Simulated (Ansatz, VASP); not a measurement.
# W2SeS3: VASP beside Ansatz, part 2 of 2

One calculation is typed for both programs; each brings its own data sets. How far apart do they land? The cell is generated by rule, not measured, and may not be a known phase. The cell is taken from a series of runs on this material, whose earlier steps may have relaxed, scaled, displaced or heated it; both programs get it as it stands.

VASP 6.6.1 and Ansatz 0.2.0.

So far. Step 2 (VASP: single point, PBEsol, pair 1): The run ends at a pressure of 3.91 GPa, with forces up to 0.037 eV/Å. Step 3 (Ansatz: single point, PBEsol, pair 1): The run ends at a pressure of 4.16 GPa, with forces up to 0.016 eV/Å.

**5. VASP: single point, PBEsol, pair 2**

Level of this step: PBEsol, no spin polarisation; plane waves and PAW (W, S, Se); invented cell (VASP).

A single point gives forces, pressure and levels at one fixed geometry, so differences don't come from the geometry; what else differs is listed under the comparison.

The input, INCAR:

```
SYSTEM = W2SeS3
PREC = Accurate
ENCUT = 600
EDIFF = 1E-06
NELM = 120
ISMEAR = -1
SIGMA = 0.02
LREAL = .FALSE.
ALGO = Normal
GGA = PS
NBANDS = 24
LASPH = .TRUE.
LORBIT = 11
LWAVE = .FALSE.
LCHARG = .FALSE.
ISIF = 2
GGA_COMPAT = .FALSE.
EFERMI = MIDGAP
KPAR = 2
```

The input, POSCAR:

```
W2SeS3
1.0
    3.1485037122      0.0000000000      0.0000000000
   -1.5742518561      2.7266841987      0.0000000000
    0.0000000000      0.0000000000     11.8906126221
W S Se
2 3 1
Direct
    0.3333333333      0.6666666667      0.2442657394
    1.0000000000      0.0000000000      0.7567213129
    0.6666666666      0.3333333334      0.3753229058
    0.6666666666      0.3333333334      0.1130437893
    0.3333333333      0.6666666667      0.8867353237
    0.3333333333      0.6666666667      0.6119396598
```

The input, KPOINTS:

```
Automatic mesh
0
Gamma
12 12 2
0 0 0
```

PAW data sets: W, S and Se (PBE family, release 64).

Command:

```sh
> mpirun -np 2 vasp_std
```

Numbers of over 12 decimals in the logs are rounded to 6 here.

The program printed:

```text
[banner, memory and clock lines left out]
running    2 mpi-ranks, on    1 nodes
[...]
[... a notice as in an earlier step ...]

 LDA part: xc-table for (Slater+PW92), standard interpolation
 POSCAR, INCAR and KPOINTS ok, starting setup
[...]
entering main loop
       N       E                     dE             d eps       ncg     rms          rms(c)
DAV:   1     0.205450644402E+03    0.20545E+03   -0.17826E+04  1824   0.150E+03
DAV:   2    -0.340833524244E+02   -0.23953E+03   -0.23077E+03  2448   0.308E+02
DAV:   3    -0.515527832171E+02   -0.17469E+02   -0.17327E+02  2488   0.761E+01
DAV:   4    -0.519115720673E+02   -0.35879E+00   -0.35778E+00  2376   0.124E+01
DAV:   5    -0.519208487977E+02   -0.92767E-02   -0.92702E-02  2552   0.177E+00    0.403E+01
DAV:   6    -0.499278652821E+02    0.19930E+01   -0.81111E+00  2744   0.146E+01    0.180E+01
[... 1 cycle as in an earlier step ...]
DAV:   8    -0.495206022943E+02    0.13417E+00   -0.50120E-01  2496   0.460E+00    0.149E+00
DAV:   9    -0.495164199216E+02    0.41824E-02   -0.62590E-02  2608   0.139E+00    0.728E-01
DAV:  10    -0.495143548259E+02    0.20651E-02   -0.15853E-02  2576   0.719E-01    0.304E-01
DAV:  11    -0.495140370370E+02    0.31779E-03   -0.22790E-03  2560   0.284E-01    0.928E-02
DAV:  12    -0.495140627158E+02   -0.25679E-04   -0.30292E-04  2400   0.108E-01    0.770E-02
DAV:  13    -0.495140630581E+02   -0.34230E-06   -0.11655E-05  2608   0.215E-02    0.495E-02
DAV:  14    -0.495140637349E+02   -0.67675E-06   -0.36984E-06  2280   0.116E-02
   1 F= -.49514064E+02 E0= -.49514064E+02  d E =-.869244E-09
```

From OUTCAR (step 5):

```text
  Total        2.4108132      2.4108132      2.6481384      0.0000000     -0.0000000      0.0000000
  in kB       37.8382349     37.8382349     41.5631046      0.0000000     -0.0000000      0.0000000
  external PRESSURE =      39.0798581 kB  Pullay stress =       0.0000000 kB

 POSITION                                       TOTAL-FORCE (eV/Angst)
 -----------------------------------------------------------------------------------
     -0.00000      1.81779      2.90447         0.000000      0.000000     -0.001590
      0.00000      0.00000      8.99788         0.000000      0.000000      0.007346
      1.57425      0.90889      4.46282         0.000000     -0.000000     -0.033387
      1.57425      0.90889      1.34416         0.000000     -0.000000      0.037224
     -0.00000      1.81779     10.54383         0.000000      0.000000     -0.025484
     -0.00000      1.81779      7.27634        -0.000000      0.000000      0.015891
 -----------------------------------------------------------------------------------
    total drift:                                0.000000     -0.000000     -0.000041

  FREE ENERGIE OF THE ION-ELECTRON SYSTEM (eV)
  ---------------------------------------------------
  free  energy   TOTEN  =       -49.5140637349 eV

  energy  without entropy=      -49.5140637340  energy(sigma->0) =      -49.51406373

[... 2 parts as in an earlier step ...]

[... 1 further part left out ...]
[key lines of the parts left out:]
E-fermi :   7.4203
```

The run ends at a pressure of 3.91 GPa, with forces up to 0.037 eV/Å.

**6. Ansatz: single point, PBEsol, pair 2**

The same cell, functional, mesh and smearing now go to Ansatz, which takes its cutoff from its data sets.

The cell is taken from a series of runs on this material, whose earlier steps may have relaxed, scaled, displaced or heated it; both programs get it as it stands.

The input, input.yaml:

```yaml
crystal:
  lattice:
    - [3.1485037122, 0.0, 0.0]
    - [-1.5742518561, 2.7266841987, 0.0]
    - [0.0, 0.0, 11.8906126221]
  atoms:
    - { symbol: W, position: [0.3333333333, 0.6666666667, 0.2442657394] }
    - { symbol: S, position: [0.6666666667, 0.3333333333, 0.3753229058] }
    - { symbol: S, position: [0.6666666667, 0.3333333333, 0.1130437893] }
    - { symbol: W, position: [0.0, 0.0, 0.7567213129] }
    - { symbol: S, position: [0.3333333333, 0.6666666667, 0.8867353237] }
    - { symbol: Se, position: [0.3333333333, 0.6666666667, 0.6119396598] }
kpoints:
  mp_grid: { grid: [12, 12, 2] }
  band_path:
    path:
      - [[0.0, 0.0, 0.0], [0.5, 0.0, 0.0], [0.33333333, 0.33333333, 0.0], [0.0, 0.0, 0.0], [0.0, 0.0, 0.5], [0.5, 0.0, 0.5], [0.33333333, 0.33333333, 0.5], [0.0, 0.0, 0.5]]
      - [[0.5, 0.0, 0.5], [0.5, 0.0, 0.0]]
      - [[0.33333333, 0.33333333, 0.5], [0.33333333, 0.33333333, 0.0]]
    npoints: 10
hamiltonian:
  xc: pbesol
  pseudopotentials: { kind: paw, azcp: { folder: soft_1 }, xc_functional: pbe }
scf:
  occupations: { method: fermi_dirac, width: 0.02 }
  n_extra_bands: 6
output:
  eigenvalues: true
  forces: true
  stress: true
  write_density: true
  write_potential: true
  elf: true
  volumetric_format: npy
```

Command:

```sh
> ansatz run input.yaml --threads 2 --pin off --max-ram 92160MiB --backend cuda --events-out ev --progress --plain --runs-dir out --devices 1 --max-vram 13GiB
```

The program printed:

```text
[...]
GPUs: using 1 of 1 available (devices: 1).
[...]
GPU FFT provider: cuFFT
GPU libraries: cuBLAS 13.8.2, cuFFT 12.4.0, cuSOLVER 12.3.4
Crystal: 6 atoms, lattice volume = 102.081 Å³
Basis set: ecut = 420 eV, 1971 PW (Γ), exchange–correlation on 48×48×160 points (8 copies of the dense FFT grid, shifted against one another)
[...]
k-point 0: bands = [... 27 lower, 11.6776, 11.6884, 12.2115, 13.4187, 15.3058, 15.3058, 15.4649, 15.4649, ... 2 higher]
  k-point 1: bands = [... 27 lower, 11.6761, 11.6761, 12.8855, 13.2777, 15.3139, 15.3139, 15.4422, 15.4422, ... 2 higher]
  k-point 2: bands = [... 27 lower, 11.5099, 11.7392, 12.3014, 13.1359, 15.2445, 15.3222, 15.3406, 15.5265, ... 2 higher]
  k-point 37: bands = [... 27 lower, 9.9356, 10.1979, 12.3609, 12.8309, 14.2748, 14.8444, 15.3754, 15.3974, ... 2 higher]
[key lines of the parts left out:]
SCF converged after 9 iterations
Free energy (F): -28598.881829 eV
Fermi energy:    13.716120 eV
P = ⅓ Tr σ = 4.1617 GPa (41.617 kbar)
```

**7. Side by side**

What differs besides the data sets and the points named for the pairs above, as far as they apply: the data sets hold 62 valence electrons in Ansatz (on its PAW soft_1 files) and 36 in VASP. Total energies have different zeros and are not compared.

The two programs side by side:

```csv
quantity,Ansatz,VASP,difference
pressure (GPa),4.16,3.91,+0.25
gap on the k mesh (eV),0.631,0.657,-0.027
```

At this near-relaxed geometry the largest component of a force difference is 22 meV/Å. A gap on the mesh is an upper bound, since the band edges may lie between its points; neither run holds spin-orbit coupling, which can move the band edges of a compound of W.

**8. Ansatz: single point, PBEsol, pair 3**

A single point gives forces, pressure and levels at one fixed geometry, so differences don't come from the geometry; what else differs is listed under the comparison.

The cell is taken from a series of runs on this material, whose earlier steps may have relaxed, scaled, displaced or heated it; both programs get it as it stands.

input.yaml, the sections that differ from step 6:

```yaml
crystal:
  lattice:
    - [3.1714550191, 0.0, 0.0]
    - [-1.5857275096, 2.7465606135, 0.0]
    - [0.0, 0.0, 12.0762625023]
  atoms:
    - { symbol: W, position: [0.3333333333, 0.6666666667, 0.2549127471] }
    - { symbol: S, position: [0.6666666667, 0.3333333333, 0.3822884343] }
    - { symbol: Se, position: [0.6666666667, 0.3333333333, 0.1127988187] }
    - { symbol: W, position: [0.6666666667, 0.3333333333, 0.7549127471] }
    - { symbol: S, position: [0.3333333333, 0.6666666667, 0.8822884343] }
    - { symbol: Se, position: [0.3333333333, 0.6666666667, 0.6127988187] }
# kpoints, hamiltonian, scf, output: as in step 6
```

The program printed:

```text
[...]
GPUs: using 1 of 1 available (devices: 1).
[...]
GPU FFT provider: cuFFT
GPU libraries: cuBLAS 13.8.2, cuFFT 12.4.0, cuSOLVER 12.3.4
Crystal: 6 atoms, lattice volume = 105.191 Å³
Basis set: ecut = 420 eV, 2069 PW (Γ), exchange–correlation on 48×48×162 points (8 copies of the dense FFT grid, shifted against one another)
[...]
k-point 0: bands = [... 32 lower, 11.8472, 11.8744, 12.7507, 13.6208, 15.9575, 15.9575, 16.0030, 16.0030, ... 2 higher]
  k-point 1: bands = [... 32 lower, 11.7983, 11.7983, 13.3867, 13.3867, 15.9766, 15.9766, 15.9766, 15.9766, ... 2 higher]
  k-point 2: bands = [... 32 lower, 11.7454, 11.9698, 12.7908, 13.3561, 15.8639, 15.8876, 15.9448, 15.9717, ... 2 higher]
  k-point 37: bands = [... 32 lower, 10.4351, 10.4351, 12.8826, 12.8826, 14.9238, 14.9238, 15.8220, 15.8220, ... 2 higher]
[key lines of the parts left out:]
SCF converged after 9 iterations
Free energy (F): -33137.756828 eV
Fermi energy:    13.916895 eV
P = ⅓ Tr σ = 4.1949 GPa (41.949 kbar)
```

**9. VASP: single point, PBEsol, pair 3**

The same cell, functional, mesh and smearing now go to VASP, with its own data sets.

INCAR: that of step 5 with these lines changed.

```diff
@@ -1,2 +1,2 @@
-SYSTEM = W2SeS3
+SYSTEM = WSeS
 PREC = Accurate
```

The input, POSCAR:

```
WSeS
1.0
    3.1714550191      0.0000000000      0.0000000000
   -1.5857275096      2.7465606135      0.0000000000
    0.0000000000      0.0000000000     12.0762625023
W S Se
2 2 2
Direct
    0.3333333334      0.6666666668      0.2549127471
    0.6666666668      0.3333333334      0.7549127471
    0.6666666668      0.3333333334      0.3822884343
    0.3333333334      0.6666666668      0.8822884343
    0.6666666668      0.3333333334      0.1127988187
    0.3333333334      0.6666666668      0.6127988187
```

KPOINTS is that of step 5.

Command:

```sh
> mpirun -np 2 vasp_std
```

The program printed:

```text
[... set-up lines as in an earlier step ...]
 entering main loop
       N       E                     dE             d eps       ncg     rms          rms(c)
DAV:   1     0.208833537051E+03    0.20883E+03   -0.17647E+04  1824   0.150E+03
DAV:   2    -0.321826045214E+02   -0.24102E+03   -0.23131E+03  2392   0.306E+02
DAV:   3    -0.504018986470E+02   -0.18219E+02   -0.18067E+02  2488   0.772E+01
DAV:   4    -0.507624006677E+02   -0.36050E+00   -0.35955E+00  2424   0.120E+01
[...]
DAV:  13    -0.485375457361E+02    0.10597E-05   -0.12744E-05  2592   0.201E-02    0.360E-02
DAV:  14    -0.485375439581E+02    0.17781E-05   -0.11750E-05  2576   0.180E-02    0.853E-03
DAV:  15    -0.485375440172E+02   -0.59134E-07   -0.18433E-06  1528   0.781E-03
   1 F= -.48537544E+02 E0= -.48537544E+02  d E =-.117299E-08
```

From OUTCAR (step 9):

```text
  Total        2.5441471      2.5441471      2.7638566     -0.0000000      0.0000000     -0.0000000
  in kB       38.7500712     38.7500712     42.0964822     -0.0000000      0.0000000     -0.0000000
  external PRESSURE =      39.8655416 kB  Pullay stress =       0.0000000 kB

 POSITION                                       TOTAL-FORCE (eV/Angst)
 -----------------------------------------------------------------------------------
     -0.00000      1.83104      3.07839         0.000000     -0.000000      0.007916
      1.58573      0.91552      9.11652        -0.000000      0.000000      0.007916
      1.58573      0.91552      4.61662        -0.000000      0.000000     -0.028933
     -0.00000      1.83104     10.65475        -0.000000     -0.000000     -0.028933
      1.58573      0.91552      1.36219        -0.000000     -0.000000      0.021017
     -0.00000      1.83104      7.40032         0.000000      0.000000      0.021017
 -----------------------------------------------------------------------------------
    total drift:                               -0.000000     -0.000000      0.000274

  FREE ENERGIE OF THE ION-ELECTRON SYSTEM (eV)
  ---------------------------------------------------
  free  energy   TOTEN  =       -48.5375440172 eV

  energy  without entropy=      -48.5375440160  energy(sigma->0) =      -48.53754402

[... 1 part as in an earlier step ...]

[... 2 further parts left out ...]
[key lines of the parts left out:]
E-fermi :   7.0489
```

The run ends at a pressure of 3.99 GPa, with forces up to 0.029 eV/Å.

**10. Side by side**

What differs besides the data sets and the points named for the pairs above, as far as they apply: the data sets hold 72 valence electrons in Ansatz (on its PAW soft_1 files) and 36 in VASP. Total energies have different zeros and are not compared.

Both answers:

```csv
quantity,Ansatz,VASP,difference
pressure (GPa),4.19,3.99,+0.21
gap on the k mesh (eV),0.628,0.644,-0.017
```

At this near-relaxed geometry the largest component of a force difference is 14 meV/Å. A gap on the mesh is an upper bound, since the band edges may lie between its points; neither run holds spin-orbit coupling, which can move the band edges of a compound of W.

**11. What came out**

```json
{
 "difference in gap on the k mesh (single point, PBEsol, pair 1)": "-0.027 eV",
 "r.m.s. force difference (single point, PBEsol, pair 1)": "7.8 meV/Å",
 "difference in gap on the k mesh (single point, PBEsol, pair 2)": "-0.027 eV",
 "r.m.s. force difference (single point, PBEsol, pair 2)": "7.8 meV/Å",
 "difference in gap on the k mesh (single point, PBEsol, pair 3)": "-0.017 eV"
}
```

**Reading.** The r.m.s. force difference is 7.8 meV/Å (single point, PBEsol, pair 1), within the 12 meV/Å picked in this series as the mark of a large difference. The data sets hold unlike numbers of valence electrons (62 in Ansatz and 36 in VASP and 72 in Ansatz and 36 in VASP), so part of the differences comes from the potentials. 2 further runs of this series are not shown here. Such differences can come from data sets, numerical settings and the points named under the comparisons, not from the functional's error against experiment.

[Lines on the potential files, build, host, timing and source positions are cut from VASP's logs without a mark.]

[Logs are printed without paths, hosts, clocks, repeated set-up lines and the standing remarks that a program may print on its own settings, such as how far it seeks lower states.]

[Hosts, paths, dates, database ids (printed as entryN), source tags and the programs' standing remarks are cut or masked in the printed files.]
